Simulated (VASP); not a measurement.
```xyz
6
Lattice="0.0000 3.7186 3.7186 3.7186 0.0000 3.7186 3.7186 3.7186 0.0000" Properties=species:S:1:pos:R:3 pbc="T T T"
Zn     0.9297     0.9297     0.9297
Zn     0.9297     2.7890     2.7890
Zn     2.7890     0.9297     2.7890
Zn     2.7890     2.7890     0.9297
Mo     5.5780     5.5780     5.5780
Mo     3.7186     3.7186     3.7186
```

Computed with PBE GGA, VASP's PBE PAW potentials (set 64) (plane waves; VASP 6.6.1). Run with 300 eV cut-off, 5×5×5 Γ-centred mesh, Fermi-Dirac smearing of 0.10 eV, potentials Zn Mo_sv.

**Question.** Give the energies of bands 31 to 44 at the high-symmetry points, in eV from the Fermi level.

**Answer.** 
```tsv
band	Γ	X	U	L	W
31	-2.27	-2.79	-4.15	-2.66	-3.77
32	-1.92	-2.79	-2.57	-2.66	-3.77
33	-1.92	-2.40	-2.37	-1.87	-1.53
34	-1.92	-2.40	-1.23	-1.47	-1.53
35	-1.82	-1.00	-1.04	-1.47	-1.03
36	-1.68	-1.00	-0.87	-1.05	-1.03
37	-1.68	-0.54	-0.84	-0.82	-0.24
38	-1.68	-0.54	-0.06	-0.82	-0.24
39	0.99	0.54	0.19	0.66	0.43
40	0.99	0.54	0.26	0.66	0.43
41	2.58	0.65	0.72	1.16	0.47
42	2.58	0.65	0.84	1.90	0.47
43	2.58	1.83	1.93	1.90	2.67
44	2.65	1.83	2.99	3.18	2.67
```

It has no gap at this level: it comes out as a metal or semimetal.

The structure was generated: Zn2Mo was put into an ordered model structure, which need not be its known phase. The cell was not relaxed at this level.
